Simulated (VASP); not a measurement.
```
AuTl2
1.0
   -3.63000     3.63000     2.80000
    3.63000    -3.63000     2.80000
    3.63000     3.63000    -2.80000
Au Tl
2 4
Cartesian
  0.00000   0.00000   1.40000
  0.00000   0.00000   4.20000
  1.16160   4.79160   0.00000
  2.46840   1.16160   0.00000
  2.46840  -1.16160   2.80000
  1.16160   2.46840   2.80000
```

Computed with LDA (Ceperley-Alder, Perdew-Zunger), VASP's LDA PAW potentials (set 64) (plane waves; VASP). Run with 300 eV cut-off, 5×5×5 Γ-centred mesh, Gaussian smearing of 0.20 eV, potentials Au Tl_d.

At this cut-off the stress carries a Pulay error, which pulls relaxed volumes low. Unless said otherwise, spin-orbit coupling is left out, though it shifts the bands of the heavy elements here.

### Question
Predict the energy per atom (σ→0), pressure, largest force, band gap (on the k-mesh) with the smallest direct gap where there is one.

### Answer

```yaml
band gap (on the k-mesh): none (metal, semimetal or under 0.01 eV)
energy per atom (σ→0): -3.454 eV/atom
pressure: -3.14 GPa
largest_force: 0.186 eV/Å
```

The structure comes from a measured Tl2Au entry of the Crystallography Open Database, whose conditions weren't checked. The cell was not relaxed at this level.
